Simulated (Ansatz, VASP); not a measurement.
# B2O3: VASP beside Ansatz, part 2 of 2

Wanted: the spread between two codes on one cell, functional and k mesh. The structure shown is frame 163 of Ansatz's trajectory.

VASP 6.6.1 and Ansatz 0.2.0.

So far: Set-up; Ansatz: dynamics, PBE.

### Step 3. VASP: single point, PBE

Level of this step: PBE; plane waves and PAW (B, O) (VASP).

The same cell, functional and mesh now go to VASP, with its own data sets.

Lines of VASP's logs that name or quote its potential files are left out, and so is its time.

The input, INCAR:

```
SYSTEM = B2O3
PREC = Accurate
ENCUT = 520
EDIFF = 1E-06
NELM = 120
ISMEAR = 0
SIGMA = 0.01
LREAL = Auto
ALGO = Normal
GGA = PE
NBANDS = 264
LORBIT = 11
LWAVE = .FALSE.
LCHARG = .FALSE.
ISIF = 2
LASPH = .TRUE.
GGA_COMPAT = .FALSE.
EFERMI = MIDGAP
NCORE = 2
```

The input, POSCAR:

```
B2O3
1.0
   10.2971000000      0.0000000000      0.0000000000
    0.0000000000     10.2971000000      0.0000000000
    0.0000000000      0.0000000000     10.2971000000
B O
34 51
Direct
    0.6628856668      0.5799399831      0.8518417807
    0.2853424751      0.8369055365      0.4263724738
    0.1872468948      0.9438676909      0.9734391236
    0.9902788164      0.8761690185      0.8260578221
    0.8668460052      0.7237571744      0.6438706043
    0.4550310282      0.9934836022      0.5226228744
    0.6658476658      0.2837595051      0.5718309038
    0.1330860145      0.4445329267      0.1322216935
    0.7509978538      0.2148566101      0.9642423595
    0.9140923173      0.5657029649      0.2110302901
    0.6723349293      0.1288421012      0.3597226404
    0.9055365103      0.0970661643      0.5661594041
    0.5465519418      0.0316496878      0.1865865146
    0.5302172456      0.5691990949      0.4603334920
    0.6068407610      0.7957677404      0.2210428179
    0.5845237980      0.8125782987      0.8319138398
    0.4816987307      0.7036641384      0.0167911354
    0.2694447951      0.1715434443      0.5110370881
    0.2855755504      0.5407444815      0.9451787396
    0.2747861048      0.6101620845      0.5316642550
    0.5642365326      0.1977838421      0.8020801973
    0.1983082615      0.4655485525      0.7102193822
    0.7051694166      0.7343135446      0.4553515067
    0.7453069311      0.5029862777      0.6473375999
    0.6726068505      0.9733517204      0.6588942518
    0.4052985792      0.0938128211      0.9623486224
    0.6680424586      0.4701906362      0.2661623175
    0.8963009003      0.9894921871      0.3572559264
    0.6767536491      0.4247700809      0.0424099989
    0.1965116392      0.9916189995      0.2260927834
    0.0853832632      0.2436511251      0.6512124773
    0.2258888425      0.2487884938      0.2758835012
    0.8737314389      0.0066329355      0.9902496819
    0.9215992852      0.8336424819      0.1834399977
    0.1218012839      0.8788688077      0.8737217275
    0.7713239650      0.3483213720      0.9772363093
    0.2337357120      0.7186974974      0.4597216692
    0.8316516301      0.1230055064      0.0211321634
    0.4421147702      0.1754280331      0.8557846384
    0.5883404065      0.2307834245      0.6723446407
    0.6441716600      0.5391615115      0.9775956337
    0.4774159715      0.0819454021      0.0757591943
    0.9521127308      0.7921259384      0.7288168513
    0.3904691612      0.1105845335      0.5097357508
    0.9117421410      0.9805284983      0.8687106078
    0.6094822814      0.9201522759      0.1702615299
    0.6721795457      0.1687853862      0.8684969555
    0.3903332006      0.6217672937      0.9811111866
    0.5044235756      0.8131998330      0.9410902099
    0.2028240961      0.1255110662      0.2097192413
    0.8045371998      0.0191801575      0.6217770052
    0.6436763749      0.6950112168      0.7935243904
    0.2450301541      0.2602480310      0.4054345398
    0.6912334541      0.4766196308      0.7709646405
    0.9295238465      0.6994882054      0.1818181818
    0.1210535005      0.3547795010      0.7141816628
    0.7372172748      0.3977721883      0.5698303406
    0.1874605471      0.5154363850      0.0356022569
    0.7706247390      0.0386225248      0.3262569073
    0.9580852861      0.2102048149      0.6201163434
    0.9646696643      0.0578900856      0.4556331394
    0.5384040167      0.7020228997      0.1439434404
    0.2138563285      0.3526721116      0.1966961572
    0.1739810238      0.1543735615      0.6009167630
    0.7039749056      0.2257820163      0.4476114634
    0.5799788290      0.9919103437      0.5595653145
    0.2726592924      0.5058123161      0.8186771033
    0.2881782249      0.0296685475      0.9443532645
    0.2269376815      0.9107904167      0.3314428334
    0.8121607054      0.7808023618      0.5220693205
    0.6241174700      0.3892746501      0.1635897486
    0.3924114557      0.8788688077      0.4973827583
    0.7907663323      0.5217585534      0.2604811063
    0.6177564557      0.6523390081      0.5232832545
    0.5720931136      0.4831457401      0.3677928737
    0.0037583397      0.4712686096      0.1740392926
    0.8462868186      0.5921473036      0.6547183187
    0.4089695157      0.5747734799      0.5227394121
    0.8690310864      0.8994182828      0.0727195035
    0.6828038962      0.7620689320      0.3205951190
    0.5584970526      0.1010770023      0.2966174942
    0.9540938711      0.8934068815      0.2954229832
    0.1520719426      0.9321750784      0.1144399880
    0.6376261277      0.9182585388      0.7744801935
    0.1819347195      0.5408707306      0.5956822795
```

The input, KPOINTS:

```
Automatic mesh
0
Gamma
1 1 1
0 0 0
```

Potentials, in the order of the species: B and O (PBE family, release 64).

Launch:

```console
$ mpirun -np 8 vasp_gam
```

Numbers of over 12 decimals in the logs are rounded to 6 here.

Output:

```text
[banner, memory and clock lines left out]
running    8 mpi-ranks, on    1 nodes
[...]
LDA part: xc-table for (Slater+PW92), standard interpolation
 POSCAR, INCAR and KPOINTS ok, starting setup
[...]
entering main loop
       N       E                     dE             d eps       ncg     rms          rms(c)
DAV:   1     0.373577067552E+04    0.37358E+04   -0.24452E+05   544   0.151E+03
DAV:   2    -0.399830391403E+03   -0.41356E+04   -0.39829E+04   648   0.382E+02
DAV:   3    -0.728009237825E+03   -0.32818E+03   -0.32493E+03   616   0.113E+02
DAV:   4    -0.734709611747E+03   -0.67004E+01   -0.66682E+01   616   0.174E+01
[...]
DAV:  17    -0.671166272849E+03    0.84400E-05   -0.40217E-05   616   0.188E-02    0.937E-03
DAV:  18    -0.671166271488E+03    0.13619E-05   -0.58323E-06   600   0.758E-03    0.419E-03
DAV:  19    -0.671166271179E+03    0.30832E-06   -0.23381E-06   432   0.463E-03
   1 F= -.67116627E+03 E0= -.67116627E+03  d E =0.000000E+00
```

Parts of OUTCAR (step 3):

```text
  FREE ENERGIE OF THE ION-ELECTRON SYSTEM (eV)
  ---------------------------------------------------
  free  energy   TOTEN  =      -671.1662711793 eV

  energy  without entropy=     -671.1662711793  energy(sigma->0) =     -671.16627118

[... 1 further part left out ...]
```

The run ends at a pressure of -5.05 GPa, with forces up to 4.2 eV/Å.

### Step 4. Comparison

Known differences besides the potentials themselves: fixed occupations in Ansatz, narrow Gaussian smearing in VASP; the cutoff is 420 eV in Ansatz and 520 eV in VASP (PREC = Accurate, projectors in real space). Total energies have different zeros and are not compared.

Forces on 9 of the 85 atoms, those with the largest forces and the largest differences (eV/Å; atoms numbered as in POSCAR):

```tsv
atom	Ansatz x, y, z	VASP x, y, z
B1	0.064, -2.996, -0.800	0.055, -2.975, -0.775
B5	0.050, 0.095, -1.107	0.124, 0.117, -1.077
B16	0.744, -1.334, 1.528	0.750, -1.255, 1.498
B24	0.754, -1.083, 2.819	0.804, -1.087, 2.751
B25	1.890, 1.507, -2.455	1.927, 1.526, -2.445
B28	-1.967, 3.321, 1.663	-1.927, 3.287, 1.651
O38	-1.069, 2.805, 1.114	-1.082, 2.807, 1.096
O48	-2.224, -2.272, -0.622	-2.234, -2.269, -0.622
O83	0.387, -1.231, -3.332	0.379, -1.237, -3.356
```

The forces differ by 22 meV/Å r.m.s., which is 2.0 % of the r.m.s. force of 1.108 eV/Å (both taken over all components).

### Step 5. Summary of results

```yaml
r_m_s_force_difference_single_point_pbe: 2.0 % of the r.m.s. force
```

The r.m.s. force difference is 2.0 % of the r.m.s. force (single point, PBE), within the 3 % picked in this series as the mark of a large difference. 2 further runs of this series are not shown here. Such differences can come from data sets, numerical settings and the points named under the comparisons, not from the functional's error against experiment.

[Lines on the potential files, build, host, timing and source positions are cut from VASP's logs without a mark.]

[Logs are printed without paths, hosts, clocks, repeated set-up lines and the standing remarks that a program may print on its own settings, such as how far it seeks lower states.]

[Hosts, paths, dates, database ids (printed as entryN), source tags and the programs' standing remarks are cut or masked in the printed files.]
